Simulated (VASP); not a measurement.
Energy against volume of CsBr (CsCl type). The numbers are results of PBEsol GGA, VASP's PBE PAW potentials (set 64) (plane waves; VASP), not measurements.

```csv
V (Å³/atom),E (eV/atom)
36.082,-3.16614
37.233,-3.17195
38.385,-3.17365
39.536,-3.17197
40.688,-3.16749
```

Fit a third-order Birch-Murnaghan equation of state.

The volume per atom is 38.35 Å³/atom, the bulk modulus comes out as 15.7 GPa and the pressure derivative of the bulk modulus comes out as 5.33. The lattice constant a comes out as 4.249 Å.

The compound is CsBr in the CsCl type structure. It was relaxed first.
